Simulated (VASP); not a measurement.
# Ba3Nd (I4/mmm) in VASP: reference runs

Aim: a first look at Ba3Nd with PBE, on the cell as given.

Program: VASP 6.6.1. These are calculated values, not measurements. Logs are shortened: lines on timing, memory, paths and dates and some standing lists are left out, and cuts for length are marked.

### Step 1. The crystal as given

The structure is tetragonal, space group I4/mmm (No. 139). Conventional cell: a = 5.923 Å, b = 5.923 Å, c = 12.060 Å, α = 90.00°, β = 90.00°, γ = 90.00°. Nd (site symmetry 4/mmm) is surrounded by 12 Ba at 4.19 to 4.23 Å. Ba (site symmetry 4/mmm) has 4 Nd at 4.19 Å and 8 Ba at 4.23 Å as nearest neighbours. Ba (site symmetry -4m2) is surrounded by 8 Ba at 4.19 to 4.23 Å and 4 Nd at 4.23 Å.

The cell comes from a database or a generator and needn't be the stable form of this composition.

### Step 2. Single point, PBE, collinear spin, ferromagnetic start

INCAR

```
  ALGO = Normal
  EDIFF = 1E-7
  ENCUT = 520
  GGA = PE
  ISIF = 2
  ISMEAR = -1
  ISPIN = 2
  LASPH = T
  LCHARG = T
  LELF = T
  LMAXMIX = 6
  LORBIT = 11
  LREAL = F
  LVHAR = T
  LWAVE = F
  MAGMOM = 3 0 0 0
  NBANDS = 34
  NELM = 150
  PREC = Accurate
  SIGMA = 0.05
```

KPOINTS

```
k-points
0
Gamma
  7 7 7
```

POSCAR

```
Ba3Nd
1.0
   -2.9612500000      2.9612500000      6.0298760000
    2.9612500000     -2.9612500000      6.0298760000
    2.9612500000      2.9612500000     -6.0298760000
Nd Ba
1 3
Direct
    0.0000000000      0.0000000000      0.0000000000
    0.5000000000      0.5000000000      0.0000000000
    0.2500000000      0.7500000000      0.5000000000
    0.7500000000      0.2500000000      0.5000000000
```

Potentials or basis: VASP PAW PBE potentials, release 64 (Nd, Ba_sv).

Started as:

```
$ cat potpaw_PBE.64/Nd/POTCAR potpaw_PBE.64/Ba_sv/POTCAR > POTCAR
$ mpirun -np 1 vasp_std > vasp.out
```

OUTCAR:

```text
EDIFF = 1E-7
   ENCUT = 520
   GGA = PE
   ISIF = 2
   ISMEAR = -1
   ISPIN = 2
   LASPH = T
   LORBIT = 11
   LREAL = F
   NELM = 150
   PREC = Accurate

 ion  position               nearest neighbor table
   1  0.000  0.000  0.000-
   2  0.500  0.500  0.000-   3 4.23   4 4.23   3 4.23   4 4.23   3 4.23   4 4.23   3 4.23   4 4.23

   3  0.250  0.750  0.500-   4 4.19   4 4.19   4 4.19   4 4.19   2 4.23   2 4.23   2 4.23   2 4.23

   4  0.750  0.250  0.500-   3 4.19   3 4.19   3 4.19   3 4.19   2 4.23   2 4.23   2 4.23   2 4.23

  LATTYP: Found a body centered tetragonal cell.
 ALAT       =     5.9225000000
 C/A-ratio  =     2.0362603630

  Lattice vectors:

 A1 = (  -2.9612500000,   2.9612500000,   6.0298760000)
 A2 = (   2.9612500000,  -2.9612500000,   6.0298760000)
 A3 = (   2.9612500000,   2.9612500000,  -6.0298760000)

Analysis of symmetry for initial positions (statically):
=====================================================================
 Subroutine PRICEL returns:
 Original cell was already a primitive cell.

 Routine SETGRP: Setting up the symmetry group for a
 body centered tetragonal supercell.

 Subroutine GETGRP returns: Found 16 space group operations
 (whereof 16 operations were pure point group operations)
 out of a pool of 16 trial point group operations.

The static configuration has the point symmetry D_4h.

Analysis of symmetry for dynamics (positions and initial velocities):
=====================================================================
 Subroutine PRICEL returns:
 Original cell was already a primitive cell.

 Routine SETGRP: Setting up the symmetry group for a
 body centered tetragonal supercell.

 Subroutine GETGRP returns: Found 16 space group operations
 (whereof 16 operations were pure point group operations)
 out of a pool of 16 trial point group operations.

The dynamic configuration has the point symmetry D_4h.

Analysis of structural, dynamic, and magnetic symmetry:
=====================================================================
 Subroutine PRICEL returns:
 Original cell was already a primitive cell.

 Routine SETGRP: Setting up the symmetry group for a
 body centered tetragonal supercell.

 Subroutine GETGRP returns: Found 16 space group operations
 (whereof 16 operations were pure point group operations)
 out of a pool of 16 trial point group operations.

The overall configuration has the point symmetry D_4h.

 Subroutine INISYM returns: Found 16 space group operations
 (whereof 16 operations are pure point group operations),
 and found     1 'primitive' translations

----------------------------------------------------------------------------------------

                                     Primitive cell

  volume of cell :     211.5040

  direct lattice vectors                    reciprocal lattice vectors
    -2.961250000  2.961250000  6.029876000     0.000000000  0.168847615  0.082920445
     2.961250000 -2.961250000  6.029876000     0.168847615  0.000000000  0.082920445
     2.961250000  2.961250000 -6.029876000     0.168847615  0.168847615  0.000000000

  length of vectors
     7.341485388  7.341485388  7.341485388     0.188109854  0.188109854  0.238786587

  position of ions in fractional coordinates (direct lattice)
     0.000000000  0.000000000  0.000000000
     0.500000000  0.500000000  0.000000000
     0.250000000  0.750000000  0.500000000
     0.750000000  0.250000000  0.500000000

  ion indices of the primitive-cell ions
   primitive index   ion index
                 1           1
                 2           2
                 3           3
                 4           4

----------------------------------------------------------------------------------------

 KPOINTS: k-points

Automatic generation of k-mesh.
 Grid dimensions read from file:
 generate k-points for:    7    7    7

 Generating k-lattice:

  Cartesian coordinates                     Fractional coordinates (reciprocal lattice)
     0.000000000  0.024121088  0.011845778     0.142857143  0.000000000 -0.000000000
     0.024121088  0.000000000  0.011845778     0.000000000  0.142857143 -0.000000000
     0.024121088  0.024121088  0.000000000     0.000000000  0.000000000  0.142857143

  Length of vectors
     0.026872836  0.026872836  0.034112370

  Shift w.r.t. Gamma in fractional coordinates (k-lattice)
     0.000000000  0.000000000  0.000000000

 Subroutine IBZKPT returns following result:
 ===========================================

 Found     40 irreducible k-points:

 Following reciprocal coordinates:
            Coordinates               Weight
  0.000000  0.000000  0.000000      1.000000
  0.142857 -0.000000  0.000000      8.000000
  0.285714  0.000000  0.000000      8.000000
  0.428571 -0.000000  0.000000      8.000000
  0.142857  0.142857  0.000000      8.000000
  0.285714  0.142857  0.000000     16.000000
[... 16 lines left out ...]
 -0.142857  0.285714  0.142857      8.000000
 -0.428571  0.428571  0.142857      8.000000
 [... further k-points ...]
   k-points           NKPTS =     40   k-points in BZ     NKDIM =     40   number of bands    NBANDS=     34
   number of dos      NEDOS =    301   number of ions     NIONS =      4
   total plane-waves  NPLWV = 175616
   dimension x,y,z NGX =    56 NGY =   56 NGZ =   56
   dimension x,y,z NGXF=   112 NGYF=  112 NGZF=  112
   ions per type =               1   3
   NGX,Y,Z   is equivalent  to a cutoff of  12.68, 12.68, 12.68 a.u.
   NGXF,Y,Z  is equivalent  to a cutoff of  25.36, 25.36, 25.36 a.u.
 SYSTEM =  unknown system
   PREC   = accura    normal or accurate (medium, high low for compatibility)
   ISTART =      0    job   : 0-new  1-cont  2-samecut
   ICHARG =      2    charge: 1-file 2-atom 10-const
   ISPIN  =      2    spin polarized calculation?
   LNONCOLLINEAR =      F non collinear calculations
   LSORBIT =      F    spin-orbit coupling
   LASPH  =      T    aspherical Exc in radial PAW
   ENCUT  =  520.0 eV  38.22 Ry    6.18 a.u.  13.65 13.65 13.65*2*pi/ulx,y,z
   NELM   =    150;   NELMIN=  2; NELMDL= -5     # of ELM steps
   EDIFF  = 0.1E-06   stopping-criterion for ELM
   LREAL  =      F    real-space projection
   EDIFFG = 0.1E-05   stopping-criterion for IOM
   NSW    =      0    number of steps for IOM
   IBRION =     -1    ionic relax: 0-MD 1-quasi-New 2-CG
   NFREE  =      0    steps in history (QN), initial steepest desc. (CG)
   ISIF   =      2    stress and relaxation
   ISYM   =      2    0-nonsym 1-usesym 2-fastsym
   POTIM  = 0.5000    time-step for ionic-motion
   TEBEG  =    0.0;   TEEND  =   0.0 temperature during run
   PSTRESS=    0.0 pullay stress
   NELECT =      44.0000    total number of electrons
   NUPDOWN=      -1.0000    fix difference up-down
   EMIN   =  10.00;   EMAX   =-10.00  energy-range for DOS
   EFERMI =   0.00;   METHOD = LEGACY
   ISMEAR =    -1;   SIGMA  =   0.05  broadening in eV -4-tet -1-fermi 0-gaus
   EFERMI_NEDOS =   21; number of points for ismear=-14 and -15
   IALGO  =     38    algorithm
   IMIX   =      4    mixing-type and parameters
     AMIX     =   0.40;   BMIX     =  1.00
     AMIX_MAG =   1.60;   BMIX_MAG =  1.00
  volume/ion in A,a.u.               =      52.88       356.82
  Fermi-wavevector in a.u.,A,eV,Ry     =   0.970032  1.833095 12.802575  0.940963
  Thomas-Fermi vector in A             =   2.100134
   LORBIT       =     11    0 simple, 1 ext, 2 COOP (PROOUT), +10 PAW based schemes
   GGA     = PE    functional components
   LHFCALC =     F    Hartree Fock is set to
   AEXX    =    0.0000 exact exchange contribution
   IVDW    =     0    specifies the selected vdW correction
   LEPSILON=     F    determine dielectric tensor
   LRPA    =     F    only Hartree local field effects (RPA)
 spin polarized calculation
  energy-cutoff  :      520.00
  volume of cell :      211.50
 maximum number of plane-waves:      5726
   NGX = 27   NGY = 27   NGZ = 27

 number of electron      44.0000002 magnetization       4.6189630

 Free energy of the ion-electron system (eV)
  ---------------------------------------------------
  ext. energy  EPLUGINS =         0.00000000
  ---------------------------------------------------
  free energy    TOTEN  =       -11.22575385 eV

  energy without entropy =      -10.96033401  energy(sigma->0) =      -11.09304393

 E-fermi :   2.3299     XC(G=0):  -8.0184

 val. band max:        2.3291601000   @ k =   0.1429  -0.0000   0.0000
 cond. band min:       2.3299495077   @ k =  -0.2857  -0.2857   0.1429
 fundamental gap:      0.0007894077
 Fermi energy:         2.3298579113

 spin component 1

 k-point     1 :       0.0000    0.0000    0.0000
  band No.  band energies     occupation
      1     -35.3804      1.00000
      2     -26.2243      1.00000
      3     -26.1440      1.00000
      4     -26.1326      1.00000
      5     -16.6766      1.00000
      6     -16.6766      1.00000
[... 877 lines left out ...]
     33       3.5085      0.00000
     34       3.6398      0.00000

 [... further k-points ...]

 spin component 2

 k-point     1 :       0.0000    0.0000    0.0000
  band No.  band energies     occupation
      1     -33.6465      1.00000
      2     -26.1953      1.00000
      3     -26.1161      1.00000
      4     -26.1046      1.00000
      5     -15.3466      1.00000
      6     -15.3466      1.00000
[... 877 lines left out ...]
     33       4.7671      0.00000
     34       4.8183      0.00000

 [... further k-points ...]

------------------------ aborting loop because EDIFF is reached ----------------------------------------

  FORCE on cell =-STRESS in cart. coord.  units (eV):
  Direction    XX          YY          ZZ          XY          YZ          ZX
  --------------------------------------------------------------------------------------
  -------------------------------------------------------------------------------------
  Total        0.8938221      0.8938221      0.7858476      0.0000000     -0.0000000      0.0000000
  in kB        6.7708491      6.7708491      5.9529250      0.0000000     -0.0000000      0.0000000
  external PRESSURE =       6.4982078 kB  Pullay stress =       0.0000000 kB

 VOLUME and BASIS-vectors are now :
 -----------------------------------------------------------------------------
  energy-cutoff  :      520.00
  volume of cell :      211.50
      direct lattice vectors                 reciprocal lattice vectors
    -2.961250000  2.961250000  6.029876000     0.000000000  0.168847615  0.082920445
     2.961250000 -2.961250000  6.029876000     0.168847615  0.000000000  0.082920445
     2.961250000  2.961250000 -6.029876000     0.168847615  0.168847615  0.000000000

 POSITION                                       TOTAL-FORCE (eV/Angst)
 -----------------------------------------------------------------------------------
      0.00000      0.00000      0.00000        -0.000000      0.000000      0.000000
      0.00000      0.00000      6.02988        -0.000000      0.000000      0.000000
      2.96125     -0.00000      3.01494         0.000000     -0.000000     -0.000000
     -0.00000      2.96125      3.01494        -0.000000      0.000000     -0.000000
 -----------------------------------------------------------------------------------
    total drift:                               -0.000000     -0.000000      0.000000

  FREE ENERGIE OF THE ION-ELECTRON SYSTEM (eV)
  ---------------------------------------------------
  free  energy   TOTEN  =       -11.2257538463 eV

  energy  without entropy=      -10.9603340091  energy(sigma->0) =      -11.09304393

 total charge

# of ion       s       p       d       f       tot
--------------------------------------------------
    1        2.028   5.443   0.345   3.442  11.258
    2        2.073   5.531   0.348   0.000   7.952
    3        2.073   5.532   0.348   0.000   7.953
    4        2.073   5.532   0.348   0.000   7.953
--------------------------------------------------
tot          8.248  22.037   1.389   3.442  35.116

 magnetization (x)

# of ion       s       p       d       f       tot
--------------------------------------------------
    1       -0.006  -0.115   0.136   3.436   3.451
    2        0.001   0.003   0.057   0.000   0.061
    3        0.002   0.003   0.056   0.000   0.061
    4        0.002   0.003   0.056   0.000   0.061
--------------------------------------------------
tot         -0.002  -0.106   0.306   3.436   3.634
```

It took 45 min on 1 thread of Intel Xeon Platinum 8488C (Sapphire Rapids), shared host; peak memory 0.86 GiB.

Results:

```
Free energy                                           : -11.2258 eV
Pressure                                              : 0.6 GPa
Band gap on the k mesh                                : none (metal or under the smearing width)
Net moment                                            : 4.62 μB per cell
Site moments                                          : Nd +3.45; Ba +0.06 μB
Valence electrons inside the program's atomic spheres : Nd 11.26; Ba 7.95
```

Levels at points of the mesh, in eV from the Fermi level:
Spin up:
```
           k point  band 23  band 24  band 25  band 26  band 27  band 28
(0.00, 0.00, 0.00)    -0.03    -0.03     0.00     0.01     0.01     0.09
```
Spin down:
```
           k point  band 16  band 17  band 18  band 19  band 20  band 21  band 22  band 23  band 24  band 25
(0.00, 0.00, 0.00)   -13.46    -2.85    -0.97    -0.23    -0.12    -0.04     0.91     0.91     1.07     1.07
```

Caveat: the magnetic or orbital state may not be the lowest; spin-orbit coupling is left out, which moves the levels of the heavy elements; without U or exact exchange the open f shell lies at the Fermi level, which spoils levels, moments and volumes.
